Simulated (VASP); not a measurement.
```
CELL_PARAMETERS angstrom
      4.52432     0.00000     0.00000
      0.00000     4.52432     0.00000
      0.00000     0.00000     6.33934
ATOMIC_POSITIONS crystal
  Mg 0.50000 0.50000 0.50000
  Cd 0.00000 0.00000 0.00000
  Te 0.00000 0.50000 0.25431
  Te 0.50000 0.00000 0.74569
```

Method: LDA (Ceperley-Alder, Perdew-Zunger), VASP's LDA PAW potentials (set 64) (plane waves; VASP). Settings: 400 eV cut-off, 9×9×7 Γ-centred mesh, Gaussian smearing of 0.010 eV, potentials Mg Cd Te.

Problem. The job: MgCdTe2 (space group P-4m2), 4 atoms, LDA, optics run with many empty bands, 400 eV, 9×9×7 Γ-centred mesh. Roughly how much core time does it take on a busy server core?

Solution. About 4 core-minutes (one run on a shared machine, a rough figure). It had 60 irreducible k-points, 51 bands, up to 2397 plane waves and 13 electronic steps.

The structure comes from a computed database's MgCdTe2 entry (P-4m2); how it stands against other phases isn't given here. It was relaxed first, which changed the volume by -6 %.
